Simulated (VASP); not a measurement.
VASP input:

POSCAR:
```
C
1
    0.0000000000     1.7835000000     1.7835000000
    1.7835000000     0.0000000000     1.7835000000
    1.7835000000     1.7835000000     0.0000000000
C
2
Direct
  0.0000000000   0.0000000000   0.0000000000
  0.2500000000   0.2500000000   0.2500000000
```

KPOINTS:
```
Regular mesh
0
gamma
  11 11 11
```

INCAR:
```
# general
SYSTEM  =  C
PREC    =  Accurate
ENCUT   =  520
LREAL   =  .FALSE.
LASPH   =  .TRUE.

# electronic loop
EDIFF   =  1E-6
NELM    =  100
ALGO    =  Normal

# smearing
ISMEAR  =  0
SIGMA   =  0.05

# functional
GGA     =  PE
IVDW    =  11

# ions
IBRION  =  2
NSW     =  60
ISIF    =  3
EDIFFG  =  -0.01

# output
LWAVE   =  .FALSE.
LCHARG  =  .FALSE.
```

POTCAR, in this order: C (PBE.64 set). Program: vasp_std.

Q: Write an equivalent input for Quantum ESPRESSO's pw.x.

A: One equivalent input (not run):
```
&CONTROL
  calculation = 'vc-relax'
  pseudo_dir = './pseudo'
  outdir = './out'
  tprnfor = .true.
  tstress = .true.
  nstep = 60
  forc_conv_thr = 0.00039
/
&SYSTEM
  ibrav = 0
  nat = 2
  ntyp = 1
  ecutwfc = 82
  occupations = 'smearing'
  smearing = 'gaussian'
  degauss = 0.003675
  input_dft = 'pbe'
  vdw_corr = 'grimme-d3'
  dftd3_version = 3
  dftd3_threebody = .false.
/
&ELECTRONS
  conv_thr = 7.3e-08
  electron_maxstep = 100
/
&IONS
/
&CELL
/
ATOMIC_SPECIES
  C 12.011 C.upf
CELL_PARAMETERS angstrom
     0.0000000    1.7835000    1.7835000
     1.7835000    0.0000000    1.7835000
     1.7835000    1.7835000    0.0000000
ATOMIC_POSITIONS crystal
  C    0.0000000  0.0000000  0.0000000
  C    0.2500000  0.2500000  0.2500000
K_POINTS automatic
  11 11 11 0 0 0
```
Limits of the translation: the potentials are each code's own (VASP's PAW set, PseudoDojo norm-conserving files in pw.x), so ENCUT and ecutwfc are chosen apart and not converted; conv_thr bounds pw.x's estimated SCF error, while EDIFF bounds the energy change between steps; forc_conv_thr acts on force components and is met together with etot_conv_thr.

The compound is C in the diamond structure. This run relaxes it. Symmetry was kept, so distortions that lower it aren't found.
